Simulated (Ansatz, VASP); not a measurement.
# CaMgZnAs2: VASP beside Ansatz, part 3 of 3

Wanted: the spread between two codes on one cell, functional and k mesh. The cell is generated by rule, not measured, and may not be a known phase. The cell is taken from a series of runs on this material, whose earlier steps may have relaxed, scaled, displaced or heated it; both programs get it as it stands.

VASP 6.6.1 and Ansatz 0.2.0.

So far: Starting point; VASP: zone-centre phonons, PBE.

The structure was built from a prototype and need not be the compound's stable phase.

### 3. Ansatz: zone-centre phonons, PBE

Level of this step: Ansatz beside VASP: Kohn-Sham DFT, plane waves, PBE (Ansatz).

Ansatz runs on norm-conserving files, of PseudoDojo where its log says so.

The same cell, functional and mesh now go to Ansatz, which takes its cutoff from its data sets.

Contents of input.yaml:

```yaml
crystal:
  lattice:
    - [4.2759081808, -2.906e-06, 0.0]
    - [-2.1379515737, 3.7030465618, 0.0]
    - [0.0, 0.0, 7.0871332343]
  atoms:
    - { symbol: Ca, position: [0.0, 0.0, 0.0011384031] }
    - { symbol: Mg, position: [0.3333333333, 0.6666666667, 0.6275846746] }
    - { symbol: Zn, position: [0.6666666667, 0.3333333333, 0.3702026875] }
    - { symbol: As, position: [0.3333333333, 0.6666666667, 0.2523437709] }
    - { symbol: As, position: [0.6666666667, 0.3333333333, 0.7487304639] }
kpoints:
  mp_grid: { grid: [6, 6, 4] }
hamiltonian:
  xc: pbe
  pseudopotentials: { kind: nc }
scf:
  occupations: { method: fixed }
output:
  eigenvalues: true
phonons:
  method: dfpt
  qmesh: [2, 2, 1]
  temperatures: { t_max: 1000, t_step: 50 }
  qpath:
    path:
      - [[0.0, 0.0, 0.0], [0.5, 0.0, 0.0], [0.33333333, 0.33333333, 0.0], [0.0, 0.0, 0.0], [0.0, 0.0, 0.5], [0.5, 0.0, 0.5], [0.33333333, 0.33333333, 0.5], [0.0, 0.0, 0.5]]
      - [[0.5, 0.0, 0.5], [0.5, 0.0, 0.0]]
      - [[0.33333333, 0.33333333, 0.5], [0.33333333, 0.33333333, 0.0]]
    npoints: 10
  non_analytic_term:
    high_frequency_dielectric_tensor: [[11.4113, 0.0, 0.0], [0.0, 11.4113, 0.0], [0.0, 0.0, 11.0277]]
    born_effective_charges:
      - { species: Ca, tensor: [[2.3734, 0.0, 0.0], [0.0, 2.3734, 0.0], [0.0, 0.0, 3.1508]] }
      - { species: Mg, tensor: [[1.7892, 0.0, 0.0], [0.0, 1.7892, 0.0], [0.0, 0.0, 1.4932]] }
      - { species: Zn, tensor: [[2.0792, 0.0, 0.0], [0.0, 2.0792, 0.0], [0.0, 0.0, 1.7398]] }
      - { species: As, tensor: [[-3.3894, 0.0, 0.0], [0.0, -3.3894, 0.0], [0.0, 0.0, -2.9817]] }
      - { species: As, tensor: [[-2.8524, 0.0, 0.0], [0.0, -2.8524, 0.0], [0.0, 0.0, -3.4021]] }
    source: "zone-centre run at this cell"
```

Run with:

```console
> ansatz run input.yaml --threads 8 --pin off --max-ram 14336MiB --backend cpu --events-out ev --progress --plain --runs-dir out
```

Numbers of over 12 decimals in the logs are rounded to 6 here.

What it wrote:

```text
Warning: phonons: the dynamical matrix that this run interpolates holds no multipole term above the dipole-dipole one, and a site of this crystal is no centre of inversion, so its interpolated transverse optical and acoustic branches and sound speeds can stay off near Gamma, and the density of states and the thermodynamics with them. What a run solves at a wave vector of phonons.qpoints, Gamma apart, where the deck admits one, is free of this, and under fd what a larger phonons.supercell samples
Engine: ansatz 0.2.0, aarch64-unknown-linux-gnu
Pseudopotentials: kind: nc
Pseudopotential: Ca, nc, valence charge 10, recommended cutoff 925.187132 eV (normal), Ca.nc.azcp (PseudoDojo's, or run here from an input of PseudoDojo's: the run reads no file of this project's for it)
Pseudopotential: Mg, nc, valence charge 10, recommended cutoff 1142.878222 eV (normal), Mg.nc.azcp
Pseudopotential: Zn, nc, valence charge 20, recommended cutoff 1142.878222 eV (normal), Zn.nc.azcp
Pseudopotential: As, nc, valence charge 15, recommended cutoff 1142.878222 eV (normal), As.nc.azcp
Functional definition: PBE
  parameter kappa = 0.804
  parameter beta = 0.066725
  exchange = pbe_x(kappa = kappa, mu = beta*pi^2/3)
  correlation = pbe_c(beta = beta)
Crystal: 5 atoms, lattice volume = 112.217 Å³
Basis set: ecut = 1142.878222 eV, 9849 PW (Γ), exchange–correlation on 96×96×160 points (8 copies of the dense FFT grid, shifted against one another)
Bands: 42, of which v1, the nominal top of the filled ones, is band 35 counted from 1 (34 counted from 0)
Symmetry: 6 space group operations
k-points: 24 of 144 (time reversal used)
Non-local potential: Ca, projectors of the file, l = 0: 2, l = 1: 2, l = 2: 2
Non-local potential: Mg, projectors of the file, l = 0: 2, l = 1: 2
Non-local potential: Zn, projectors of the file, l = 0: 2, l = 1: 2, l = 2: 2, l = 3: 1
Non-local potential: As, projectors of the file, l = 0: 2, l = 1: 2, l = 2: 2
Initial density: superposition of atomic densities (chi_scale 0.1, normalization cell, long waves kept (reshape's long-wave potential 0.04 eV rms))
Initial wavefunctions: pseudopotential atomic-orbital guess
Functional: x = pbe(κ = 0.804, μ = 0.219515), c = pbe(β = 0.066725)
SCF iter   1: F=—  HF=-14135.419852 eV  |F-HF|=—  |Δ(HF+E_count)|=         —  Δρ=5.59e-2  dr2=7.00e0  ethr=3.10e-3  ⟨swp⟩=9.2  Hψ=4806  notcnv=0  defer=105
preconditioner: auto → Resta (q_TF=auto, 2.522 Å⁻¹)  ε∞=6.3  [insulator: Δε(μ)=0.149 eV  Ē_g=7.743 eV  n_scr=34 (ndim 8)  ℏωp=17.9 eV  f_vac=0.007  ε∞_Penn≈6.3]
SCF iter   2: F=—  HF=-14133.887039 eV  |F-HF|=—  |Δ(HF+E_count)|=    1.53e0  Δρ=2.40e-2  dr2=8.27e-1  ethr=3.10e-3  ⟨swp⟩=5.0  Hψ=2239  notcnv=0  defer=107
SCF iter   3: F=—  HF=-14133.697869 eV  |F-HF|=—  |Δ(HF+E_count)|=   1.89e-1  Δρ=8.13e-3  dr2=8.14e-2  ethr=1.18e-3  ⟨swp⟩=4.6  Hψ=2211  notcnv=0  defer=118
SCF iter   4: F=—  HF=-14133.694584 eV  |F-HF|=—  |Δ(HF+E_count)|=   3.29e-3  Δρ=2.31e-3  dr2=7.77e-3  ethr=1.16e-4  ⟨swp⟩=4.0  Hψ=1471  notcnv=0  defer=120
SCF iter   5: F=—  HF=-14133.695626 eV  |F-HF|=—  |Δ(HF+E_count)|=   1.04e-3  Δρ=1.01e-3  dr2=1.05e-3  ethr=1.11e-5  ⟨swp⟩=3.0  Hψ=1402  notcnv=0  defer=120
SCF iter   6: F=—  HF=-14133.696082 eV  |F-HF|=—  |Δ(HF+E_count)|=   4.55e-4  Δρ=5.89e-4  dr2=2.74e-4  ethr=1.51e-6  ⟨swp⟩=3.2  Hψ=2084  notcnv=0  defer=120
SCF iter   7: F=—  HF=-14133.696134 eV  |F-HF|=—  |Δ(HF+E_count)|=   5.20e-5  Δρ=1.53e-4  dr2=2.71e-5  ethr=3.92e-7  ⟨swp⟩=2.0  Hψ=1837  notcnv=0  defer=120
SCF iter   8: F=—  HF=-14133.696182 eV  |F-HF|=—  |Δ(HF+E_count)|=   4.85e-5  Δρ=3.94e-5  dr2=2.68e-6  ethr=3.87e-8  ⟨swp⟩=2.0  Hψ=1256  notcnv=0  defer=117
SCF iter   9: F=—  HF=-14133.696508 eV  |F-HF|=—  |Δ(HF+E_count)|=   3.26e-4  Δρ=1.11e-5  dr2=2.64e-7  ethr=3.83e-9  ⟨swp⟩=2.0  Hψ=1328  notcnv=0  defer=114
SCF iter  10: F=—  HF=-14133.696508 eV  |F-HF|=—  |Δ(HF+E_count)|=   9.58e-8  Δρ=3.25e-6  dr2=9.71e-9  ethr=3.77e-10  ⟨swp⟩=2.4  Hψ=1516  notcnv=0  defer=114
SCF iter  11: F=—  HF=-14133.696508 eV  |F-HF|=—  |Δ(HF+E_count)|=   4.08e-9  Δρ=8.97e-7  dr2=1.09e-9  ethr=1.39e-11  ⟨swp⟩=2.3  Hψ=1547  notcnv=0  defer=114
SCF iter  12: F=—  HF=-14133.696508 eV  |F-HF|=—  |Δ(HF+E_count)|=  3.77e-10  Δρ=1.81e-7  dr2=4.39e-11  ethr=1.55e-12  ⟨swp⟩=2.2  Hψ=1525  notcnv=0  defer=114
SCF iter  13: F=-14133.696508 eV  HF=-14133.696508 eV  |F-HF|=3.64e-12  |Δ(HF+E_count)|=  2.91e-11  Δρ=6.02e-8  dr2=3.97e-12  ethr=1.00e-12  ⟨swp⟩=22.2  Hψ=8314  notcnv=0
SCF 1 converged in 13 iterations: F = -14133.696508 eV  dr2 = 3.97e-12
NSCF: frozen V_eff on 24 k-points
NSCF: frozen V_eff on 76 k-points
DFPT response loops at q = (0, 0, 0) (fractional): preconditioner auto → Resta (q_TF=auto, 2.522 Å⁻¹)  ε∞=9.6 (no band partly filled); β = 1.00, the filter's whole step (`scf.mixing.beta` (0.50) is not read by the response loops at its default; to damp them type it under 1.00, their step now; it binds the ground state too); Broyden in place of MSR1
NSCF: frozen V_eff on 152 k-points
DFPT response loops at q = (0, -0.5, 0) (fractional): mixed as the last ones told, above
SCF converged after 13 iterations
Free energy (F): -14133.696508 eV
Harris-Foulkes:  -14133.696508 eV  (|F-HF|=3.64e-12)
Internal energy: -14133.696508 eV  (E = F + TS)
E sigma→0 (E₀):  -14133.696508 eV
Fermi energy:    8.673063 eV
--- Per-component energies (eV) ---
  E_band       = -1576.065462
  E_kinetic    = 7943.962901
  E_local      = -13980.804739  (includes V_loc(G=0)·N_el)
  E_nonlocal   = -3997.877528
  E_hartree    = 5246.407409
  E_xc         = -2321.899873
  E_vxc        = -2034.160863  (∫ρ·V_xc dr)
  E_ewald      = -7023.484677
  E_smearing   = -0.000000  (= −TS)
  E_closure    = 0.000000  (closes the sum)
  Σ components = -14133.696508   (vs F -14133.696508, Δ=0.00e0)
--- Band table (eV; the first three rows and the last of 24) ---
  k-point 0: bands = [... 31 lower, 7.5020, 8.6414, 8.6731, 8.6731, 9.3191, 10.6284, 11.2778, 11.6304, ... 3 higher]
  k-point 1: bands = [... 31 lower, 7.6262, 7.6262, 8.4405, 8.4405, 9.7280, 11.0750, 11.6018, 11.6018, ... 3 higher]
  k-point 2: bands = [... 31 lower, 7.8963, 7.8963, 8.0748, 8.0748, 9.8318, 11.1682, 11.5308, 11.5308, ... 3 higher]
  k-point 23: bands = [... 31 lower, 5.4203, 6.0161, 7.2052, 7.2484, 10.5968, 11.2685, 12.4452, 12.7224, ... 3 higher]
--- Phonons (Γ-DFPT): 10 representative perturbations + reference (Σ response iterations 31) ---
  ASR residual: 1.848e-2 → 0.000e0 eV/Å²; symmetrization residual: 5.835e-5 eV/Å²
  ASR residual per site (eV/Å²): 4.46e-5 1.85e-2 7.32e-5 1.16e-4 1.44e-4
  Γ frequencies (cm⁻¹): 0.00 0.00 0.00 91.24 91.24 134.75 139.90 139.90 162.85 166.85 166.85 186.96 275.00 275.00 282.74
--- Phonons (arbitrary-q DFPT): 2 irreducible q on the 2×2×1 mesh ---
  q = [0.0000, 0.0000, 0.0000] (star 1, of the zone-centre solve; hermiticity 1.76e-5, symmetrization 3.68e-6): -0.00 -0.00 0.00 91.24 91.24 134.75 139.90 139.90 162.85 166.85 166.85 186.96 275.00 275.00 282.74
  q = [0.0000, -0.5000, 0.0000] (star 3, 15 solved perturbations in 995 linear systems a pass and spin channel, the states on 76 of 144 k-point pairs; hermiticity 4.85e-5, symmetrization 2.36e-5, the responses' own estimated error 1.4e-4 eV/Å²): 71.67 89.57 98.91 107.41 120.79 130.64 138.06 139.30 165.20 175.20 178.33 194.84 268.43 270.96 290.24
  sum rule: each row above includes the acoustic sum rule's correction from the zone centre's row sums; it moved no ω² by more than (14.38 cm⁻¹)²
  mesh force constants: q→R imaginary residual 1.14e-17; ASR residual 1.848e-2 → 0.000e0 eV/Å²; symmetrization residual 2.665e-15 eV/Å²
  interpolated dispersion: 94 rows × 15 modes
  density of states and harmonic sums: on the 18×18×9 q-mesh, interpolated from the force constants of a 2×2×1 supercell (with the dipole–dipole term of supplied tensors)
  largest difference from the sums on the solved wave vectors: F 1.60e-1 eV, S 2.25e-4 and C_V 6.45e-5 eV/K
  zero-point energy: 0.149302 eV/cell   skipped modes (ω ≤ 0): 3   left out of the sums: 6.86e-5 of the cell's modes: C_V's classical limit lies that fraction below 3 k_B per atom; for a crystal, a wire or a layer, F and S can be off by more, and a phonons.interpolated_qmesh denser along its periods is the remedy for the sampling
```

The column dr2 measures how far the density is from self-consistency, as an energy; F and HF (Harris–Foulkes) agree once it is small.

### 4. Comparison

Known differences besides the potentials themselves: fixed occupations in Ansatz, narrow Gaussian smearing in VASP; VASP's run holds the zone centre alone; the data sets hold 70 valence electrons in Ansatz (on norm-conserving files, of PseudoDojo where its log says so) and 34 in VASP; the cutoff is 1142.88 eV in Ansatz and 600 eV in VASP. Total energies have different zeros and are not compared.

Both answers:

| quantity | Ansatz | VASP | difference |
| --- | --- | --- | --- |
| optical mode 1 to 2 (cm⁻¹) | 91.2 | 91.5 | -0.32 % |
| optical mode 3 (cm⁻¹) | 134.8 | 135.2 | -0.37 % |
| optical mode 4 to 5 (cm⁻¹) | 139.9 | 141.2 | -0.90 % |
| optical mode 6 (cm⁻¹) | 162.8 | 163.4 | -0.34 % |
| optical mode 7 to 8 (cm⁻¹) | 166.8 | 168.3 | -0.87 % |
| optical mode 9 (cm⁻¹) | 187.0 | 188.1 | -0.61 % |
| optical mode 10 to 11 (cm⁻¹) | 275.0 | 275.7 | -0.24 % |
| optical mode 12 (cm⁻¹) | 282.7 | 283.4 | -0.24 % |

Modes are paired by rising frequency, not by their patterns, so a pair may set unlike modes beside each other; they are those without the splitting of longitudinal modes.

### 5. Outcome

| Property | Result |
| --- | --- |
| r.m.s. difference of the optical zone-centre modes, each program's sorted by frequency (zone-centre phonons, PBE) | 0.95 cm⁻¹ |
| difference in optical mode 4 to 5 (zone-centre phonons, PBE) | -0.9 % |

What this shows: The r.m.s. difference of the optical zone-centre modes, each program's sorted by frequency is 0.95 cm⁻¹ (zone-centre phonons, PBE). The data sets hold unlike numbers of valence electrons (70 in Ansatz and 34 in VASP), so part of the differences comes from the potentials. Among the rows given in per cent, the largest difference of the zone-centre phonons, PBE pair is in optical mode 4 to 5, -0.9 %. Such differences can come from data sets, numerical settings and the points named under the comparisons, not from the functional's error against experiment.

[Lines on the potential files, build, host, timing and source positions are cut from VASP's logs without a mark.]

[Logs are printed without paths, hosts, clocks, repeated set-up lines and the standing remarks that a program may print on its own settings, such as how far it seeks lower states.]

[Hosts, paths, dates, database ids (printed as entryN), source tags and the programs' standing remarks are cut or masked in the printed files.]
